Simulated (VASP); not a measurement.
Method: PBEsol GGA, VASP's PBE PAW potentials (set 64) (plane waves; VASP 6.6.1).

A VASP calculation is set up with these files.

**INCAR**
```
SYSTEM  =  Na(100) slab
PREC  =  Normal; ENCUT  =  400; LREAL  =  F
LASPH  =  T
EDIFF  =  1E-5; NELM  =  100; NELMIN  =  4
ALGO  =  Normal
ISMEAR  =  1; SIGMA  =  0.1
GGA  =  PS
IBRION  =  2; NSW  =  50; ISIF  =  2
EDIFFG  =  -0.03
LWAVE  =  T; LCHARG  =  F
DIPOL  =  0.5 0.5 0.5
LDIPOL  =  T; IDIPOL  =  3
```

**KPOINTS**
```
kpoints
0
gamma
7 7 1
0 0 0
```

POSCAR:
```
Na(100) slab
1
    4.1655703476    -0.0000000000    -0.0000000000
   -0.0000000000     4.1655703476     0.0000000000
   -0.0000000000     0.0000000000    27.1642122667
Na
6
Direct
  0.5000000000   0.0000000000   0.3083150000
  0.0000000000   0.5000000000   0.3849890000
  0.5000000000   0.0000000000   0.4616630000
  0.0000000000   0.5000000000   0.5383370000
  0.5000000000   0.0000000000   0.6150110000
  0.0000000000   0.5000000000   0.6916850000
```

POTCAR, in this order: Na_pv (PBE.64 set). Program: vasp_std.

The run wrote:

File OSZICAR:
```
       N       E                     dE             d eps       ncg     rms          rms(c)
DAV:   1     0.241384774585E+03    0.24138E+03   -0.19965E+04   740   0.112E+03
DAV:   2     0.379861434828E+01   -0.23759E+03   -0.23585E+03   510   0.363E+02
DAV:   3    -0.799524073311E+01   -0.11794E+02   -0.11721E+02   605   0.101E+02
DAV:   4    -0.820383965466E+01   -0.20860E+00   -0.20859E+00   549   0.134E+01
DAV:   5    -0.821097776904E+01   -0.71381E-02   -0.71380E-02   601   0.239E+00    0.978E-01
DAV:   6    -0.788668504033E+01    0.32429E+00   -0.14701E+00   528   0.579E+00    0.511E-01
DAV:   7    -0.785627064502E+01    0.30414E-01   -0.83870E-02   590   0.194E+00    0.333E-01
DAV:   8    -0.783802179721E+01    0.18249E-01   -0.54101E-02   513   0.675E-01    0.106E-01
DAV:   9    -0.783639287838E+01    0.16289E-02   -0.14597E-02   516   0.349E-01    0.749E-02
DAV:  10    -0.783855886619E+01   -0.21660E-02   -0.86738E-03   508   0.267E-01    0.351E-02
DAV:  11    -0.783818769602E+01    0.37117E-03   -0.29958E-03   515   0.128E-01    0.240E-02
DAV:  12    -0.783890548626E+01   -0.71779E-03   -0.11147E-03   503   0.127E-01    0.151E-02
DAV:  13    -0.783889533665E+01    0.10150E-04   -0.89514E-05   364   0.674E-02    0.741E-03
DAV:  14    -0.783900759905E+01   -0.11226E-03   -0.72713E-05   342   0.408E-02    0.479E-03
DAV:  15    -0.783902474813E+01   -0.17149E-04   -0.97361E-06   349   0.180E-02    0.283E-03
DAV:  16    -0.783906001040E+01   -0.35262E-04   -0.10574E-05   347   0.135E-02    0.203E-03
DAV:  17    -0.783907490248E+01   -0.14892E-04   -0.12562E-05   347   0.104E-02    0.955E-04
DAV:  18    -0.783909369140E+01   -0.18789E-04   -0.37699E-06   333   0.546E-03    0.119E-03
DAV:  19    -0.783910827256E+01   -0.14581E-04   -0.24679E-06   309   0.687E-03    0.414E-04
DAV:  20    -0.783911152679E+01   -0.32542E-05   -0.33392E-07   306   0.279E-03
   1 F= -.78391115E+01 E0= -.78379309E+01  d E =-.783911E+01
```

**OUTCAR**
```
------------------------ aborting loop because EDIFF is reached ----------------------------------------
  FORCE on cell =-STRESS in cart. coord.  units (eV):
  Direction    XX          YY          ZZ          XY          YZ          ZX
  --------------------------------------------------------------------------------------
  Total       -0.7698665     -0.7698665     -0.3711477      0.0000000      0.0000000      0.0000000
  in kB       -2.6168567     -2.6168567     -1.2615699      0.0000000      0.0000000      0.0000000
  external PRESSURE =      -2.1650944 kB  Pullay stress =       0.0000000 kB
  volume of cell :      471.35
      direct lattice vectors                 reciprocal lattice vectors
     4.165570348  0.000000000  0.000000000     0.240063165  0.000000000  0.000000000
     0.000000000  4.165570348  0.000000000     0.000000000  0.240063165  0.000000000
     0.000000000  0.000000000 27.164212267     0.000000000  0.000000000  0.036813142
 POSITION                                       TOTAL-FORCE (eV/Angst)
 -----------------------------------------------------------------------------------
      2.08279      0.00000      8.37513         0.000000     -0.000000     -0.014493
      0.00000      2.08279     10.45792         0.000000     -0.000000      0.022176
      2.08279      0.00000     12.54071         0.000000     -0.000000      0.028078
      0.00000      2.08279     14.62350        -0.000000     -0.000000     -0.028078
      2.08279      0.00000     16.70629        -0.000000      0.000000     -0.022176
      0.00000      2.08279     18.78908         0.000000     -0.000000      0.014493
 -----------------------------------------------------------------------------------
    total drift:                               -0.000000     -0.000000      0.000000
  FREE ENERGIE OF THE ION-ELECTRON SYSTEM (eV)
  ---------------------------------------------------
  free  energy   TOTEN  =        -7.8391115268 eV

  energy  without entropy=       -7.8355696758  energy(sigma->0) =       -7.83793091

 reached required accuracy - stopping structural energy minimisation
```
(Selected blocks of OUTCAR.)

### OUTCAR
```
 val. band max:       -1.2097616627   @ k =   0.4286   0.1429   0.0000

 cond. band min:      -1.1518099046   @ k =   0.4286   0.4286   0.0000


 Fermi energy:        -1.2064532494

 k-point     1 :       0.0000    0.0000    0.0000
  band No.  band energies     occupation
      1     -26.3983      2.00000
      2     -26.3983      2.00000
      3     -26.3795      2.00000
      4     -26.3795      2.00000
      5     -26.3795      2.00000
      6     -26.3795      2.00000
      7     -25.9916      2.00000
      8     -25.9911      2.00000
      9     -25.9877      2.00000
     10     -25.9877      2.00000
     11     -25.9873      2.00000
     12     -25.9873      2.00000
     13     -25.9460      2.00000
     14     -25.9407      2.00000
     15     -25.9407      2.00000
     16     -25.9312      2.00000
     17     -25.9267      2.00000
     18     -25.9267      2.00000
     19      -4.3312      2.00000
     20      -3.8224      2.00000
     21      -2.9617      2.00000
     22      -1.9110      2.00000
     23      -0.8173     -0.00000
     24       0.2238     -0.00000
     25       1.0271      0.00000

 k-point     2 :       0.1429    0.0000    0.0000
  band No.  band energies     occupation
      1     -26.3983      2.00000
      2     -26.3982      2.00000
      3     -26.3805      2.00000
      4     -26.3805      2.00000
      5     -26.3794      2.00000
      6     -26.3794      2.00000
      7     -25.9918      2.00000
      8     -25.9910      2.00000
      9     -25.9888      2.00000
     10     -25.9887      2.00000
     11     -25.9873      2.00000
     12     -25.9871      2.00000
     13     -25.9459      2.00000
     14     -25.9425      2.00000
     15     -25.9401      2.00000
     16     -25.9300      2.00000
     17     -25.9275      2.00000
     18     -25.9274      2.00000
     19      -4.1488      2.00000
     20      -3.6416      2.00000
     21      -2.7832      2.00000
     22      -1.7355      2.00000
     23      -0.6463     -0.00000
...
```

The cell is a thin slab with vacuum, built from Na (bcc): (100) face.
